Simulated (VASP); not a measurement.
The input files of a VASP run:

### INCAR
```
NEDOS=601   ! DOS grid
ALGO=Normal   ! blocked Davidson
ISMEAR=-5   ! tetrahedra, Bloechl
EDIFF=1E-7   ! SCF stop (eV)
SYSTEM=Mo2CN
LEFG=T
GGA=PS   ! PBEsol
LREAL=F   ! projection in real space or not
ISIF=2   ! forces and stress, cell fixed
LASPH=T
LORBIT=11
PREC=Accurate
LWAVE=F
LCHARG=T
LMAXMIX=4   ! l cut-off of mixed one-centre charges
NELM=100   ! most electronic steps
ENCUT=520
```

File POSCAR:
```
Mo2CN
1
    2.7972233470     0.0000000000     0.0000000000
    0.0000000000     2.8804400483     0.0000000000
    0.0000000000     0.0000000000     4.9733459089
Mo C N
2 1 1
Direct
  0.5000000000   0.5000000000   0.1668266096
  0.5000000000   0.0000000000   0.6668746900
  0.0000000000   0.0000000000   0.9984533929
  0.0000000000   0.5000000000   0.5011453076
```

**KPOINTS**
```
Regular mesh
0
gamma
12 12 7
0 0 0
```

POTCAR, in this order: Mo_sv C N (PBE.64 set). Program: vasp_std.

Task: Write an equivalent input for Quantum ESPRESSO's pw.x.

Result: One equivalent input (not run):
```
&CONTROL
  calculation = 'scf'
  pseudo_dir = './pseudo'
  outdir = './out'
  tprnfor = .true.
  tstress = .true.
/
&SYSTEM
  ibrav = 0
  nat = 4
  ntyp = 3
  ecutwfc = 84
  occupations = 'tetrahedra'
  input_dft = 'pbesol'
/
&ELECTRONS
  conv_thr = 7.3e-09
  electron_maxstep = 100
/
ATOMIC_SPECIES
  Mo 95.950 Mo.upf
  C 12.011 C.upf
  N 14.007 N.upf
CELL_PARAMETERS angstrom
     2.7972233    0.0000000    0.0000000
     0.0000000    2.8804400    0.0000000
     0.0000000    0.0000000    4.9733459
ATOMIC_POSITIONS crystal
  Mo   0.5000000  0.5000000  0.1668266
  Mo   0.5000000  0.0000000  0.6668747
  C    0.0000000  0.0000000  0.9984534
  N    0.0000000  0.5000000  0.5011453
K_POINTS automatic
  12 12 7 0 0 0
```
The two are equivalent in intent, not identical: the potentials are each code's own (VASP's PAW set, PseudoDojo norm-conserving files in pw.x), so ENCUT and ecutwfc are chosen apart and not converted; conv_thr bounds pw.x's estimated SCF error, while EDIFF bounds the energy change between steps; the field gradients of LEFG aren't asked of the other code.

The structure comes from a computed database's Mo2CN entry (Pmm2); how it stands against other phases isn't given here. It was relaxed first.
